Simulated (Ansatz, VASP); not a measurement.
**Ca3SiSe in VASP and in Ansatz**

```
CELL_PARAMETERS angstrom
5.05092 0.00000 0.00000
-2.52546 4.37422 0.00000
0.00000 0.00000 6.45724
ATOMIC_POSITIONS crystal
Ca 0.00000 0.00000 0.96687
Ca 0.33333 0.66667 0.32117
Ca 0.66667 0.33333 0.68851
Si 0.33333 0.66667 0.79173
Se 0.66667 0.33333 0.23171
```

Change from the starting cell: species swapped into the Mg3BiSb type (P3m1, No. 156).

Alike in both runs: functional PBE; k mesh 6 × 6 × 4; occupations gaussian, width 0.1 eV; no spin polarisation.

Ansatz relaxed the structure, and its values are those at the end. VASP's run is a single point on that final structure, the one shown.

|  | VASP | Ansatz |
| --- | --- | --- |
| version | VASP 6.6.1 | Ansatz 0.2.0 |
| potentials or method | VASP PAW PBE potentials, release 64 (Ca_sv, Si, Se) | scalar-relativistic, plane waves, PAW |
| plane-wave cutoff (eV) | 520 | 420 |
| valence electrons in the cell | 40 | 50 |

|  | VASP | Ansatz | Ansatz less VASP |
| --- | --- | --- | --- |
| gap on the k mesh at the Fermi level (eV) | 0.59 | 0.59 | +0.004 |
| least direct gap on the mesh (eV) | 0.64 | 0.64 | +0.002 |
| pressure (GPa) | 0.1 | 0.0 | -0.09 |
| rms of the force components (eV/Å) | 0.012 | 0.011 | -0.0009 |

The two sets of potentials don't hold the same shells in valence.

A k mesh can miss the band edges.
